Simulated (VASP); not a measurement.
# LiBeTe (P4/nmm) in VASP: a series of runs

Aim: see how the results for LiBeTe move with the level of theory and the settings. Levels: PBE, LDA. Tasks: single point.

Program: VASP 6.6.1. These are calculated values, not measurements. Logs are shortened: lines on timing, memory, paths and dates and some standing lists are left out, and cuts for length are marked.

## 1. The structure

The structure is tetragonal, space group P4/nmm (No. 129). Conventional cell: a = 4.146 Å, b = 4.146 Å, c = 6.877 Å, α = 90.00°, β = 90.00°, γ = 90.00°. Te (site symmetry 4mm) is surrounded by 4 Be at 2.57 Å and 1 Li at 2.92 Å. Li (site symmetry 4mm) is surrounded by 5 Te at 2.92 to 3.07 Å and 4 Be at 3.19 Å. Be (site symmetry -4m2) has 4 Te at 2.57 Å and 4 Be at 2.93 Å as nearest neighbours.

The cell was built by a generator and needn't be a form met in nature.

## 2. Single point, PBE

INCAR reads:

```
  ALGO = Normal
  EDIFF = 1E-6
  ENCUT = 520
  GGA = PE
  ISIF = 2
  ISMEAR = -1
  LASPH = True
  LCHARG = False
  LREAL = False
  LWAVE = False
  NBANDS = 20
  NELM = 100
  PREC = Accurate
  SIGMA = 0.1
```

KPOINTS reads:

```
k-points
0
Gamma
  4 4 3
```

POSCAR reads:

```
LiBeTe
1.0
    4.1456340000      0.0000000000      0.0000000000
    0.0000000000      4.1456340000      0.0000000000
    0.0000000000      0.0000000000      6.8769530000
Te Li Be
2 2 2
Direct
    0.0000000000      0.5000000000      0.7783000000
    0.5000000000      0.0000000000      0.2217000000
    0.0000000000      0.5000000000      0.3530000000
    0.5000000000      0.0000000000      0.6470000000
    0.0000000000      0.0000000000      0.0000000000
    0.5000000000      0.5000000000      0.0000000000
```

Potentials or basis: VASP PAW PBE potentials, release 64 (Te, Li_sv, Be).

Command:

```
> cat potpaw_PBE.64/Te/POTCAR potpaw_PBE.64/Li_sv/POTCAR potpaw_PBE.64/Be/POTCAR > POTCAR
> mpirun -np 1 vasp_std > vasp.out
```

OUTCAR:

```text
EDIFF = 1E-6
   ENCUT = 520
   GGA = PE
   ISIF = 2
   ISMEAR = -1
   LASPH = True
   LREAL = False
   NELM = 100
   PREC = Accurate

 ion  position               nearest neighbor table
   1  0.000  0.500  0.778-   5 2.57   6 2.57   5 2.57   6 2.57   3 2.92   4 3.07   4 3.07   4 3.07
                             4 3.07
   2  0.500  0.000  0.222-   5 2.57   6 2.57   6 2.57   5 2.57   4 2.92   3 3.07   3 3.07   3 3.07
                             3 3.07
   3  0.000  0.500  0.353-   1 2.92   2 3.07   2 3.07   2 3.07   2 3.07
   4  0.500  0.000  0.647-   2 2.92   1 3.07   1 3.07   1 3.07   1 3.07
   5  0.000  0.000  0.000-   1 2.57   2 2.57   1 2.57   2 2.57
   6  0.500  0.500  0.000-   1 2.57   2 2.57   2 2.57   1 2.57

  LATTYP: Found a simple tetragonal cell.
 ALAT       =     4.1456340000
 C/A-ratio  =     1.6588422905

  Lattice vectors:

 A1 = (   4.1456340000,   0.0000000000,   0.0000000000)
 A2 = (   0.0000000000,   4.1456340000,   0.0000000000)
 A3 = (   0.0000000000,   0.0000000000,   6.8769530000)

Analysis of symmetry for initial positions (statically):
=====================================================================
 Subroutine PRICEL returns:
 Original cell was already a primitive cell.

 Routine SETGRP: Setting up the symmetry group for a
 simple tetragonal supercell.

 Subroutine GETGRP returns: Found 16 space group operations
 (whereof  8 operations were pure point group operations)
 out of a pool of 16 trial point group operations.

The static configuration has the point symmetry D_2d.
 The point group associated with its full space group is D_4h.

Analysis of symmetry for dynamics (positions and initial velocities):
=====================================================================
 Subroutine PRICEL returns:
 Original cell was already a primitive cell.

 Routine SETGRP: Setting up the symmetry group for a
 simple tetragonal supercell.

 Subroutine GETGRP returns: Found 16 space group operations
 (whereof  8 operations were pure point group operations)
 out of a pool of 16 trial point group operations.

The dynamic configuration has the point symmetry D_2d.
 The point group associated with its full space group is D_4h.

 Subroutine INISYM returns: Found 16 space group operations
 (whereof  8 operations are pure point group operations),
 and found     1 'primitive' translations

----------------------------------------------------------------------------------------

                                     Primitive cell

  volume of cell :     118.1892

  direct lattice vectors                    reciprocal lattice vectors
     4.145634000  0.000000000  0.000000000     0.241217628  0.000000000  0.000000000
     0.000000000  4.145634000  0.000000000     0.000000000  0.241217628  0.000000000
     0.000000000  0.000000000  6.876953000     0.000000000  0.000000000  0.145413238

  length of vectors
     4.145634000  4.145634000  6.876953000     0.241217628  0.241217628  0.145413238

  position of ions in fractional coordinates (direct lattice)
     0.000000000  0.500000000  0.778300000
     0.500000000  0.000000000  0.221700000
     0.000000000  0.500000000  0.353000000
     0.500000000  0.000000000  0.647000000
     0.000000000  0.000000000  0.000000000
     0.500000000  0.500000000  0.000000000

  ion indices of the primitive-cell ions
   primitive index   ion index
                 1           1
                 2           2
                 3           3
                 4           4
                 5           5
                 6           6

----------------------------------------------------------------------------------------

 KPOINTS: k-points

Automatic generation of k-mesh.
 Grid dimensions read from file:
 generate k-points for:    4    4    3

 Generating k-lattice:

  Cartesian coordinates                     Fractional coordinates (reciprocal lattice)
     0.060304407  0.000000000  0.000000000     0.250000000  0.000000000  0.000000000
     0.000000000  0.060304407  0.000000000     0.000000000  0.250000000  0.000000000
     0.000000000  0.000000000  0.048471079     0.000000000  0.000000000  0.333333333

  Length of vectors
     0.060304407  0.060304407  0.048471079

  Shift w.r.t. Gamma in fractional coordinates (k-lattice)
     0.000000000  0.000000000  0.000000000

 Subroutine IBZKPT returns following result:
 ===========================================

 Found     12 irreducible k-points:

 Following reciprocal coordinates:
            Coordinates               Weight
  0.000000  0.000000  0.000000      1.000000
  0.250000  0.000000  0.000000      4.000000
  0.500000  0.000000  0.000000      2.000000
  0.250000  0.250000  0.000000      4.000000
  0.500000  0.250000  0.000000      4.000000
  0.500000  0.500000  0.000000      1.000000
  0.000000  0.000000  0.333333      2.000000
  0.250000  0.000000  0.333333      8.000000
  0.500000  0.000000  0.333333      4.000000
  0.250000  0.250000  0.333333      8.000000
  0.500000  0.250000  0.333333      8.000000
  0.500000  0.500000  0.333333      2.000000
   k-points           NKPTS =     12   k-points in BZ     NKDIM =     12   number of bands    NBANDS=     20
   number of dos      NEDOS =    301   number of ions     NIONS =      6
   total plane-waves  NPLWV =  55296
   dimension x,y,z NGX =    32 NGY =   32 NGZ =   54
   dimension x,y,z NGXF=    64 NGYF=   64 NGZF=  108
   ions per type =               2   2   2
   NGX,Y,Z   is equivalent  to a cutoff of  12.83, 12.83, 13.05 a.u.
   NGXF,Y,Z  is equivalent  to a cutoff of  25.66, 25.66, 26.11 a.u.
 SYSTEM =  unknown system
   PREC   = accura    normal or accurate (medium, high low for compatibility)
   ISTART =      0    job   : 0-new  1-cont  2-samecut
   ICHARG =      2    charge: 1-file 2-atom 10-const
   ISPIN  =      1    spin polarized calculation?
   LNONCOLLINEAR =      F non collinear calculations
   LSORBIT =      F    spin-orbit coupling
   LASPH  =      T    aspherical Exc in radial PAW
   ENCUT  =  520.0 eV  38.22 Ry    6.18 a.u.   7.71  7.71 12.79*2*pi/ulx,y,z
   NELM   =    100;   NELMIN=  2; NELMDL= -5     # of ELM steps
   EDIFF  = 0.1E-05   stopping-criterion for ELM
   LREAL  =      F    real-space projection
   EDIFFG = 0.1E-04   stopping-criterion for IOM
   NSW    =      0    number of steps for IOM
   IBRION =     -1    ionic relax: 0-MD 1-quasi-New 2-CG
   NFREE  =      0    steps in history (QN), initial steepest desc. (CG)
   ISIF   =      2    stress and relaxation
   ISYM   =      2    0-nonsym 1-usesym 2-fastsym
   POTIM  = 0.5000    time-step for ionic-motion
   TEBEG  =    0.0;   TEEND  =   0.0 temperature during run
   PSTRESS=    0.0 pullay stress
   NELECT =      22.0000    total number of electrons
   NUPDOWN=      -1.0000    fix difference up-down
   EMIN   =  10.00;   EMAX   =-10.00  energy-range for DOS
   EFERMI =   0.00;   METHOD = LEGACY
   ISMEAR =    -1;   SIGMA  =   0.10  broadening in eV -4-tet -1-fermi 0-gaus
   EFERMI_NEDOS =   21; number of points for ismear=-14 and -15
   IALGO  =     38    algorithm
   IMIX   =      4    mixing-type and parameters
     AMIX     =   0.40;   BMIX     =  1.00
     AMIX_MAG =   1.60;   BMIX_MAG =  1.00
  volume/ion in A,a.u.               =      19.70       132.93
  Fermi-wavevector in a.u.,A,eV,Ry     =   0.934738  1.766398 11.887879  0.873734
  Thomas-Fermi vector in A             =   2.061573
   LORBIT       =      0    0 simple, 1 ext, 2 COOP (PROOUT), +10 PAW based schemes
   GGA     = PE    functional components
   LHFCALC =     F    Hartree Fock is set to
   AEXX    =    0.0000 exact exchange contribution
   IVDW    =     0    specifies the selected vdW correction
   LEPSILON=     F    determine dielectric tensor
   LRPA    =     F    only Hartree local field effects (RPA)
 non-spin polarized calculation
  energy-cutoff  :      520.00
  volume of cell :      118.19
 maximum number of plane-waves:      3197
 NGX is ok and might be reduce to    32
   NGX = 15   NGY = 15   NGZ = 25

 number of electron      21.9999992 magnetization

 Free energy of the ion-electron system (eV)
  ---------------------------------------------------
  ext. energy  EPLUGINS =         0.00000000
  ---------------------------------------------------
  free energy    TOTEN  =       -17.64577085 eV

  energy without entropy =      -17.50050148  energy(sigma->0) =      -17.57313617

 E-fermi :   6.1432     XC(G=0):  -8.8856

 val. band max:        6.0975970832   @ k =   0.0000   0.0000   0.0000
 cond. band min:       6.1493359093   @ k =   0.5000   0.0000   0.3333
 fundamental gap:      0.0517388261
 Fermi energy:         6.1432091784

 k-point     1 :       0.0000    0.0000    0.0000
  band No.  band energies     occupation
      1     -41.8217      2.00000
      2     -41.8197      2.00000
      3      -7.6936      2.00000
      4      -6.6304      2.00000
      5      -0.6471      2.00000
      6       1.3843      2.00000
[... 12 lines left out ...]
     19      10.3862      0.00000
     20      11.1593      0.00000

 k-point     2 :       0.2500    0.0000    0.0000
  band No.  band energies     occupation
      1     -41.8213      2.00000
      2     -41.8199      2.00000
      3      -7.3980      2.00000
      4      -6.5683      2.00000
      5      -0.4263      2.00000
      6      -0.0863      2.00000
[... 12 lines left out ...]
     19      10.5386      0.00000
     20      10.7131      0.00000
[... 189 lines left out ...]
      3      -6.5767      2.00000
      4      -6.5767      2.00000
      5      -0.6687      2.00000
      6      -0.6687      2.00000
[... 12 lines left out ...]
     19      11.1408      0.00000
     20      11.1408      0.00000

 k-point    12 :       0.5000    0.5000    0.3333
  band No.  band energies     occupation
      1     -41.8205      2.00000
      2     -41.8205      2.00000
      3      -6.3322      2.00000
      4      -6.3322      2.00000
      5      -0.6453      2.00000
      6      -0.6453      2.00000
[... 12 lines left out ...]
     19      12.1335      0.00000
     20      12.1335      0.00000

------------------------ aborting loop because EDIFF is reached ----------------------------------------

  FORCE on cell =-STRESS in cart. coord.  units (eV):
  Direction    XX          YY          ZZ          XY          YZ          ZX
  --------------------------------------------------------------------------------------
  -------------------------------------------------------------------------------------
  Total        0.3780961      0.3780961     -1.7742916      0.0000000      0.0000000      0.0000000
  in kB        5.1254829      5.1254829    -24.0523547      0.0000000      0.0000000      0.0000000
  external PRESSURE =      -4.6004630 kB  Pullay stress =       0.0000000 kB

 VOLUME and BASIS-vectors are now :
 -----------------------------------------------------------------------------
  energy-cutoff  :      520.00
  volume of cell :      118.19
      direct lattice vectors                 reciprocal lattice vectors
     4.145634000  0.000000000  0.000000000     0.241217628  0.000000000  0.000000000
     0.000000000  4.145634000  0.000000000     0.000000000  0.241217628  0.000000000
     0.000000000  0.000000000  6.876953000     0.000000000  0.000000000  0.145413238

 POSITION                                       TOTAL-FORCE (eV/Angst)
 -----------------------------------------------------------------------------------
      0.00000      2.07282      5.35233        -0.000000     -0.000000      0.135447
      2.07282      0.00000      1.52462         0.000000      0.000000     -0.135447
      0.00000      2.07282      2.42756         0.000000     -0.000000     -0.074156
      2.07282      0.00000      4.44939         0.000000     -0.000000      0.074156
      0.00000      0.00000      0.00000         0.000000     -0.000000      0.000000
      2.07282      2.07282      0.00000         0.000000      0.000000      0.000000
 -----------------------------------------------------------------------------------
    total drift:                                0.000000      0.000000     -0.000000

  FREE ENERGIE OF THE ION-ELECTRON SYSTEM (eV)
  ---------------------------------------------------
  free  energy   TOTEN  =       -17.6457708513 eV

  energy  without entropy=      -17.5005014827  energy(sigma->0) =      -17.57313617
```

It took 18 s on 1 thread of AMD EPYC 9R45 (Zen 5), shared host; peak memory 0.19 GiB.

Results:

```yaml
Free_energy: -17.6458 eV
Largest_force: 0.135 eV/Å
Band_gap_on_the_k_mesh: none (metal or under the smearing width)
```

Forces on the atoms (eV/Å):
```
Te   0.000  0.000  0.135
Te   0.000  0.000 -0.135
Li   0.000  0.000 -0.074
Li   0.000  0.000  0.074
Be   0.000  0.000  0.000
Be   0.000  0.000  0.000
```

Levels at points of the mesh, in eV from the Fermi level:
| k point | band 9 | band 10 | band 11 | band 12 | band 13 | band 14 |
| --- | --- | --- | --- | --- | --- | --- |
| (0.00, 0.00, 0.00) | -2.68 | -2.68 | -0.65 | -0.54 | -0.05 | 0.94 |
| (0.50, 0.00, 0.00) | -3.37 | -3.37 | 0.44 | 0.44 | 2.08 | 2.08 |
| (0.50, 0.50, 0.00) | -4.98 | -4.98 | -0.55 | -0.55 | -0.30 | -0.30 |

Caveat: the k mesh is coarse (spacing up to 0.38 Å⁻¹), so the values aren't converged; the cutoff is under 1.25 times the usual one of these potentials, so pressure, stress and relaxed cells hold a basis-set (Pulay) error. Spin-orbit coupling is left out, which matters for the levels of Te.

[end of part 1 of 2]
